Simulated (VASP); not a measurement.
Input for VASP

### INCAR
```
SYSTEM=NbC
PREC=Accurate; ENCUT=520; LREAL=F
LASPH=T
EDIFF=1E-7; NELM=100; ALGO=Normal
LMAXMIX=4
ISMEAR=-5
GGA=ML; LUSE_VDW=T; AGGAC=0.0
ZAB_VDW=-1.8867
ISIF=2
LWAVE=F; LCHARG=T; LORBIT=11
NEDOS=601
```

### KPOINTS
```
Automatic mesh
0
Gamma
15 15 15
0 0 0
```

**POSCAR**
```
NbC
1
    0.0000000000     2.2839935701     2.2839935701
    2.2839935701     0.0000000000     2.2839935701
    2.2839935701     2.2839935701     0.0000000000
Nb C
1 1
Direct
  0.0000000000   0.0000000000   0.0000000000
  0.5000000000   0.5000000000   0.5000000000
```

POTCAR, in this order: Nb_sv C (PBE.64 set). Program: vasp_std.

Translate this vdW-DF2 calculation to Quantum ESPRESSO's pw.x.

One equivalent input (not run):
```
&CONTROL
  calculation = 'scf'
  pseudo_dir = './pseudo'
  outdir = './out'
  tprnfor = .true.
  tstress = .true.
/
&SYSTEM
  ibrav = 0
  nat = 2
  ntyp = 2
  ecutwfc = 82
  occupations = 'tetrahedra'
  input_dft = 'vdw-df2'
/
&ELECTRONS
  conv_thr = 7.3e-09
  electron_maxstep = 100
/
ATOMIC_SPECIES
  Nb 92.906 Nb.upf
  C 12.011 C.upf
CELL_PARAMETERS angstrom
     0.0000000    2.2839936    2.2839936
     2.2839936    0.0000000    2.2839936
     2.2839936    2.2839936    0.0000000
ATOMIC_POSITIONS crystal
  Nb   0.0000000  0.0000000  0.0000000
  C    0.5000000  0.5000000  0.5000000
K_POINTS automatic
  15 15 15 0 0 0
```
What does not carry over: the potentials are each code's own (VASP's PAW set, PseudoDojo norm-conserving files in pw.x), so ENCUT and ecutwfc are chosen apart and not converted; conv_thr bounds pw.x's estimated SCF error, while EDIFF bounds the energy change between steps.

The compound is NbC in the rock salt structure. It was relaxed first, which changed the volume by +7 %.
